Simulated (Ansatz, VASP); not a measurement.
# Cross-check of SrLiCO3F between VASP and Ansatz, part 2 of 2

Wanted: the spread between two codes on one cell, functional and k mesh. The cell is invented: As first built, before any earlier steps moved the atoms (in the runner's words): Li for K in the KSrCO3F structure of space group P-6m2. It may not be a known or stable phase. The two relaxations start from unlike cells of this crystal (the structure described is Ansatz's start), so only their ends are compared.

VASP 6.6.1 and Ansatz 0.2.0.

So far: The starting structure; VASP: relaxation of cell and atoms, PBEsol.

**3. Ansatz: relaxation of cell and atoms, PBEsol**

Level of this step: Ansatz beside VASP: Kohn-Sham DFT, plane waves, PBEsol (Ansatz).

Ansatz runs on its default PAW (the set named soft_2) files.

Its own start cell and the same functional, mesh and smearing now go to Ansatz, which takes its cutoff from its data sets.

The input, input.yaml:

```yaml
crystal:
  lattice:
    - [4.923911038, 0.0, 0.0]
    - [-2.461955519, 4.2642320449, 0.0]
    - [0.0, 0.0, 4.416282777]
  atoms:
    - { symbol: Li, position: [0.6666666667, 0.3333333333, 0.0] }
    - { symbol: Sr, position: [0.3333333333, 0.6666666667, 0.5] }
    - { symbol: C, position: [0.0, 0.0, 0.5] }
    - { symbol: O, position: [0.8583906667, 0.7167813333, 0.5] }
    - { symbol: O, position: [0.8583906667, 0.1416093333, 0.5] }
    - { symbol: O, position: [0.2832186667, 0.1416093333, 0.5] }
    - { symbol: F, position: [0.3333333333, 0.6666666667, 0.0] }
kpoints:
  mp_grid: { grid: [6, 6, 6] }
scf:
  occupations: { method: gaussian, width: 0.03 }
hamiltonian:
  xc: pbesol
output:
  forces: true
  stress: true
relax:
  f_tol: 0.02
  max_steps: 60
  cell: {}
```

Run with:

```bash
$ ansatz run input.yaml --threads 2 --pin off --max-ram 4096MiB --backend cpu --events-out ev --progress --plain --runs-dir out
```

Numbers of over 12 decimals in the logs are rounded to 6 here.

The log of the run:

```text
Engine: ansatz 0.2.0, aarch64-unknown-linux-gnu
Pseudopotentials: kind: paw
Pseudopotential: Li, paw, valence charge 3, recommended cutoff 420 eV (normal), Li.paw.azcp
Pseudopotential: Sr, paw, valence charge 10, recommended cutoff 420 eV (normal), Sr.paw.azcp
Pseudopotential: C, paw, valence charge 4, recommended cutoff 420 eV (normal), C.paw.azcp
Pseudopotential: O, paw, valence charge 6, recommended cutoff 420 eV (normal), O.paw.azcp
Pseudopotential: F, paw, valence charge 7, recommended cutoff 420 eV (normal), F.paw.azcp
Functional definition: PBEsol
  exchange = pbesol_x
  correlation = pbesol_c
Crystal: 7 atoms, lattice volume = 92.727 Å³
Basis set: ecut = 420 eV, 1785 PW (Γ), exchange–correlation on 72×72×60 points (8 copies of the dense FFT grid, shifted against one another)
Bands: 28, of which v1, the nominal top of the filled ones, is band 21 counted from 1 (20 counted from 0)
Symmetry: 12 space group operations
Space group: P-6m2 (ITA 187), of the structure as read, at distance tolerance 4.5e-5 Å
k-points: 28 of 216 (time reversal used)
Non-local potential: Li, projectors of the file, l = 0: 3, l = 1: 2, l = 2: 1
Non-local potential: Sr, projectors of the file, l = 0: 3, l = 1: 2, l = 2: 2
Non-local potential: C, projectors of the file, l = 0: 2, l = 1: 2, l = 2: 1
Non-local potential: O, projectors of the file, l = 0: 2, l = 1: 2, l = 2: 1
Non-local potential: F, projectors of the file, l = 0: 2, l = 1: 2, l = 2: 1
PAW form: soft (Blöchl's): semilocal exchange-correlation on the pseudo side does not see the compensation charge
PAW frozen core: Sr, regenerated for the run's functional, and the local potential with it (the file was generated under x = pbe(κ = 0.804, μ = 0.219515), c = pbe(β = 0.066725))
PAW frozen core: C, regenerated for the run's functional, and the local potential with it (the file was generated under x = pbe(κ = 0.804, μ = 0.219515), c = pbe(β = 0.066725))
PAW frozen core: O, regenerated for the run's functional, and the local potential with it (the file was generated under x = pbe(κ = 0.804, μ = 0.219515), c = pbe(β = 0.066725))
PAW frozen core: F, regenerated for the run's functional, and the local potential with it (the file was generated under x = pbe(κ = 0.804, μ = 0.219515), c = pbe(β = 0.066725))
PAW one-centre angular grid: Li, 110 points (default); XC on 64 Gauss nodes
PAW one-centre angular grid: Sr, 110 points (default); XC on 64 Gauss nodes
PAW one-centre angular grid: C, 110 points (default); XC on 64 Gauss nodes
PAW one-centre angular grid: O, 110 points (default); XC on 64 Gauss nodes
PAW one-centre angular grid: F, 110 points (default); XC on 64 Gauss nodes
Initial density: superposition of atomic densities (neutral atoms: chi_scale 0, normalization atom), corrected by the library's trained network
Initial wavefunctions: pseudopotential atomic-orbital guess
Functional: x = pbesol(κ = 0.804, μ = 0.123457), c = pbesol(β = 0.046)
SCF iter   1: F=—  HF=-6429.402815 eV  |F-HF|=—  |Δ(HF+E_count)|=         —  Δρ=1.08e-2  dr2=8.09e-2  ethr=1.77e-3  ⟨swp⟩=8.1  Hψ=4588  notcnv=0  defer=3
preconditioner: auto → Resta (q_TF=auto, 2.391 Å⁻¹)  ε∞=3.1  [insulator: Δε(μ)=3.320 eV  Ē_g=16.297 eV  σ=0.030 eV  W_gap=1.00  n_scr=20 (ndim 8)  ℏωp=23.8 eV  f_vac=0.175  D(μ)=0.00/eV (n_scr^D=0)  ε∞_Penn≈3.1]
SCF iter   2: F=—  HF=-6429.381765 eV  |F-HF|=—  |Δ(HF+E_count)|=   2.10e-2  Δρ=2.76e-3  dr2=5.00e-3  ethr=1.93e-4  ⟨swp⟩=2.1  Hψ=1661  notcnv=0  defer=51
SCF iter   3: F=—  HF=-6429.381497 eV  |F-HF|=—  |Δ(HF+E_count)|=   2.68e-4  Δρ=9.90e-4  dr2=1.26e-3  ethr=1.19e-5  ⟨swp⟩=2.0  Hψ=1349  notcnv=0  defer=51
SCF iter   4: F=—  HF=-6429.381899 eV  |F-HF|=—  |Δ(HF+E_count)|=   4.02e-4  Δρ=6.29e-4  dr2=3.94e-4  ethr=3.00e-6  ⟨swp⟩=2.0  Hψ=1053  notcnv=0  defer=51
SCF iter   5: F=—  HF=-6429.382053 eV  |F-HF|=—  |Δ(HF+E_count)|=   1.54e-4  Δρ=2.04e-4  dr2=6.13e-5  ethr=9.38e-7  ⟨swp⟩=2.0  Hψ=1121  notcnv=0  defer=51
SCF iter   6: F=—  HF=-6429.381824 eV  |F-HF|=—  |Δ(HF+E_count)|=   2.30e-4  Δρ=5.19e-5  dr2=4.29e-6  ethr=1.46e-7  ⟨swp⟩=2.1  Hψ=1250  notcnv=0  defer=51
SCF iter   7: F=—  HF=-6429.381832 eV  |F-HF|=—  |Δ(HF+E_count)|=   7.84e-6  Δρ=1.11e-5  dr2=1.49e-7  ethr=1.02e-8  ⟨swp⟩=2.0  Hψ=1057  notcnv=0  defer=51
SCF iter   8: F=-6429.381832 eV  HF=-6429.381832 eV  |F-HF|=1.21e-8  |Δ(HF+E_count)|=   2.77e-7  Δρ=2.84e-6  dr2=6.19e-9  ethr=2.38e-10  ⟨swp⟩=5.0  Hψ=3062  notcnv=0
SCF 1 converged in 8 iterations: F = -6429.381832 eV  dr2 = 6.19e-9
  greatest PAW one-centre occupation: 0.999 electrons in one spin orbital (limit 2), on the Li atom at site 0 (counted from 0), in its partial waves of l = 0
[...]
SCF iter   4: F=—  HF=-6430.446222 eV  |F-HF|=—  |Δ(HF+E_count)|=   1.27e-6  Δρ=2.58e-5  dr2=9.68e-7  ethr=2.15e-8  ⟨swp⟩=2.0  Hψ=1161  notcnv=0
SCF iter   5: F=—  HF=-6430.446223 eV  |F-HF|=—  |Δ(HF+E_count)|=   5.31e-7  Δρ=9.88e-6  dr2=1.06e-7  ethr=2.30e-9  ⟨swp⟩=2.0  Hψ=1176  notcnv=0
SCF iter   6: F=-6430.446223 eV  HF=-6430.446223 eV  |F-HF|=2.31e-9  |Δ(HF+E_count)|=   1.52e-7  Δρ=6.17e-6  dr2=3.47e-8  ethr=1.90e-10  ⟨swp⟩=5.0  Hψ=2863  notcnv=0
SCF 8 converged in 6 iterations: F = -6430.446223 eV  dr2 = 3.47e-8
relax step   8: F+E_penalty+E_count = -6430.44622283 eV  Δ(F+E_penalty+E_count) = +9.566e-4 eV  max|allowed force component| = 3.397e-3 eV/Å  Δτ_max = 0.0014 Å  P = +0.023 GPa  Ω = 104.248 Å³  energy of the carried Pulay correction = -5.872e-3 eV  (6 SCF iters, dr2 threshold 7.99e-8 eV, accepted)
[...]
relax step   9: F+E_penalty+E_count = -6430.45234159 eV  Δ(F+E_penalty+E_count) = -6.119e-3 eV  max|allowed force component| = 4.308e-3 eV/Å  Δτ_max = 0.0000 Å  P = +0.058 GPa  Ω = 104.248 Å³  stress off target by 6.82e-2 GPa  SCF on the basis re-selected at this cell (its energy is not comparable with the rows above)  (7 SCF iters)
[...]
relax step  10: F+E_penalty+E_count = -6430.45193919 eV  Δ(F+E_penalty+E_count) = +4.024e-4 eV  max|allowed force component| = 2.630e-4 eV/Å  Δτ_max = 0.0005 Å  P = +0.003 GPa  Ω = 104.378 Å³  energy of the carried Pulay correction = -4.307e-4 eV  (6 SCF iters, dr2 threshold 1.16e-8 eV, accepted)
[...]
relax step  11: F+E_penalty+E_count = -6430.45251159 eV  Δ(F+E_penalty+E_count) = -5.724e-4 eV  max|allowed force component| = 1.580e-4 eV/Å  Δτ_max = 0.0000 Å  P = +0.004 GPa  Ω = 104.378 Å³  stress off target by 6.37e-3 GPa  SCF on the basis re-selected at this cell (its energy is not comparable with the rows above)  (5 SCF iters)
basis re-selected at this cell: Δ(F+E_penalty+E_count) = -5.724e-4 eV, ΔP = +0.002 GPa vs the last step (what re-selecting the basis moved, of the pressure what is left beyond the Pulay correction that the steps carried, after the strain that the cell walked since its last selection, with what the two solves' SCF thresholds leave and, on support functions, any second-order correction that the steps lacked; it is no m [...]
SCF converged after 5 iterations
Free energy (F): -6430.452512 eV
Harris-Foulkes:  -6430.452512 eV  (|F-HF|=1.35e-10)
Internal energy: -6430.452512 eV  (E = F + TS)
E sigma→0 (E₀):  -6430.452512 eV
Fermi energy:    4.722020 eV
--- Per-component energies (eV) ---
  E_band       = -351.423113
  E_kinetic    = 1091.398347
  E_local      = -3300.657099  (includes V_loc(G=0)·N_el)
  E_nonlocal   = 416.867479
  E_hartree    = 1145.802115
  E_xc         = -527.357722
  E_vxc        = -616.509961  (∫ρ·V_xc dr)
  E_paw        = -3410.923678  (= ΣΔE_a)
  E_vpaw       = -234.135860  (= ΣTr[D̂ρ^β])
  E_aug_tail   = 0.009435  (compensation charges beyond the density's cutoff)
  E_ewald      = -1845.895144
  E_core_change = 0.303754  (= ΣΔE_core)
  E_smearing   = -0.000000  (= −TS)
  E_closure    = 0.000000  (closes the sum)
  Σ components = -6430.452512   (vs F -6430.452512, Δ=0.00e0)
--- Forces (eV/Å), atoms counted from 1 ---
  atom   1  Li    -0.00000000    -0.00000000     0.00000000
  atom   2  Sr     0.00000000     0.00000000     0.00000000
  atom   3  C      0.00000000     0.00000000     0.00000000
  atom   4  O      0.00000000    -0.00015803     0.00000000
  atom   5  O     -0.00013686     0.00007902     0.00000000
  atom   6  O      0.00013686     0.00007902     0.00000000
  atom   7  F     -0.00000000     0.00000000     0.00000000
  max |Σ_I F_I| component: 1.01e-16 eV/Å
--- Stress (GPa, compression-positive) ---
        0.003396       0.000000       0.000000
       -0.000000       0.003396       0.000000
        0.000000       0.000000       0.006367
  P = ⅓ Tr σ = 0.0044 GPa (0.044 kbar)
--- Relaxed structure (8 steps of the walk, 8 accepted, 3 SCFs on fresh bases) ---
  F+E_penalty+E_count = -6430.45251159 eV   max|allowed force component| = 1.580e-4 eV/Å   (the final SCF, on the basis selected at the relaxed cell)
  cell:  # Å, volume = 104.3784 Å³
    - [5.148917, 0.0, 0.0]
    - [-2.574458, 4.459093, 0.0]
    - [0.0, 0.0, 4.546195]
  atoms:
    - { symbol: Li, position: [0.666667, 0.333333, 0.0] }
    - { symbol: Sr, position: [0.333333, 0.666667, 0.5] }
    - { symbol: C, position: [0, 1.0659023146218002e-17, 0.5] }
    - { symbol: O, position: [0.854739, 0.709478, 0.5] }
    - { symbol: O, position: [0.854739, 0.145261, 0.5] }
    - { symbol: O, position: [0.290522, 0.145261, 0.5] }
    - { symbol: F, position: [0.333333, 0.666667, 0.0] }
```

**4. Differences**

Known differences besides the potentials themselves: the cutoff is 420 eV in Ansatz and 750 eV in VASP; Ansatz makes its cores anew for this functional, VASP keeps those of its PBE data sets; Ansatz adds a Pulay correction to the stress that steers its cell, VASP none. Total energies have different zeros and are not compared.

Both answers:

```
                                         quantity  Ansatz    VASP  difference
                                      volume (Å³)  104.38  104.84     -0.44 %
edge a after relaxation, in the typed setting (Å)   5.149   5.154     -0.10 %
edge c after relaxation, in the typed setting (Å)   4.546   4.557     -0.24 %
```

**5. Results**

```json
{
  "difference in volume (relaxation of cell and atoms, PBEsol)": "-0.44 %"
}
```

What this shows: The difference in volume is -0.44 % (relaxation of cell and atoms, PBEsol), within the 1.2 % picked in this series as the mark of a large difference, as far as the stopping tolerances let one tell. Such differences can come from data sets, numerical settings and the points named under the comparisons, not from the functional's error against experiment.

[Lines on the potential files, build, host, timing and source positions are cut from VASP's logs without a mark.]

[Logs are printed without paths, hosts, clocks, repeated set-up lines and the standing remarks that a program may print on its own settings, such as how far it seeks lower states.]

[Hosts, paths, dates, database ids (printed as entryN), source tags and the programs' standing remarks are cut or masked in the printed files.]
